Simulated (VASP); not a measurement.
**HfO2: phonons with PBE**

The system is HfO2.

```xyz
6
Lattice="3.5634 0.0000 0.0000 0.0000 3.5634 0.0000 0.0000 0.0000 5.1897" Properties=species:S:1:pos:R:3 pbc="T T T"
Hf    1.7817    1.7817    2.5949
Hf    0.0000    0.0000    0.0000
O     0.0000    1.7817    3.6299
O     1.7817    0.0000    4.1547
O     1.7817    0.0000    1.5598
O     0.0000    1.7817    1.0350
```

Measurements of this composition are mostly on another form, of space group No. 14.

```yaml
Program: VASP 6.6.1
Task: phonons
Functional: PBE
Potentials_or_basis: VASP PAW PBE potentials, release 64 (Hf_pv, O)
Cutoff: 600 eV
k_mesh: 6 × 6 × 4
Occupations: fermi-dirac, width 0.05 eV
Spin: no spin polarisation
By_perturbation_theory: yes
Further_INCAR_settings: ALGO = Normal; EDIFF = 1e-08; IBRION = 8; NSW = 1
```

```yaml
Relaxed_volume: 11.21 Å³/atom
Relaxed_cell: a = 3.588 Å, b = 3.588 Å, c = 5.226 Å, α = 90.00°, β = 90.00°, γ = 90.00°
Space_group_after_relaxing_to_0.05_Å: P4_2/nmc (No. 137)
Electronic_dielectric_tensor_diagonal: 5.20, 5.20, 4.67
Born_charges_mean_of_the_diagonal: Hf +5.26; O -2.63 e
Highest_phonon_frequency_at_Γ_LO-TO_splitting_left_out: 659 cm⁻¹
```

Step by step:
```
step  energy change (eV)  largest force (eV/Å)  pressure (GPa)  volume (Å³)
   1              0.0000                0.0105            3.95        65.90
   2              0.0150                0.1848           -5.50        68.51
   3             -0.0133                0.0841           -0.08        66.95
   4             -0.0133                0.0827            0.00        66.93
   5             -0.0143                0.0614            0.08        66.94
   6             -0.0149                0.0321            0.19        66.97
   7             -0.0156                0.0264            0.09        67.04
   8             -0.0168                0.0083           -0.18        67.27
   9             -0.0168                0.0032           -0.25        67.33
  10             -0.0168                0.0093            0.27        67.19
  11             -0.0169                0.0029            0.02        67.26
  12             -0.0169                0.0028            0.01        67.26
  13             -0.0169                0.0009           -0.01        67.27
```

Final structure:
```yaml
crystal:
  lattice:
    - [3.58777, 0.00000, 0.00000]
    - [0.00000, 3.58777, 0.00000]
    - [0.00000, 0.00000, 5.22593]
  atoms:
    - { symbol: Hf, position: [0.50000, 0.50000, 0.50000] }
    - { symbol: Hf, position: [0.00000, 0.00000, 0.00000] }
    - { symbol: O, position: [0.00000, 0.50000, 0.69504] }
    - { symbol: O, position: [0.50000, 0.00000, 0.80496] }
    - { symbol: O, position: [0.50000, 0.00000, 0.30496] }
    - { symbol: O, position: [0.00000, 0.50000, 0.19504] }
```

Phonon frequencies in cm⁻¹ (negative: imaginary):
| q point | frequencies |
| --- | --- |
| (0.000, 0.000, 0.000) | -1 -1 0 47 47 96 96 213 310 310 429 429 457 457 584 639 659 659 |

Electronic dielectric tensor:
```
5.20 0.00 0.00
0.00 5.20 0.00
0.00 0.00 4.67
```

Born effective charge tensors (e):
atom 1, Hf
```
5.51 0.00 0.00
0.00 5.51 0.00
0.00 0.00 4.75
```
atom 2, Hf
```
5.51 0.00 0.00
0.00 5.51 0.00
0.00 0.00 4.75
```
atom 3, O
```
-3.47  0.00  0.00
 0.00 -2.05  0.00
 0.00  0.00 -2.37
```
atom 4, O
```
-3.47  0.00  0.00
 0.00 -2.05  0.00
 0.00  0.00 -2.37
```
atom 5, O
```
-2.05  0.00  0.00
 0.00 -3.47  0.00
 0.00  0.00 -2.37
```
atom 6, O
```
-2.05  0.00  0.00
 0.00 -3.47  0.00
 0.00  0.00 -2.37
```

It took 3.9 min on 8 MPI ranks on AMD EPYC 9R45 96-Core Processor (Zen 5) (shared host), peak memory 0.62 GiB a rank.

The run has no spin-orbit coupling, so splittings on Hf are missing.
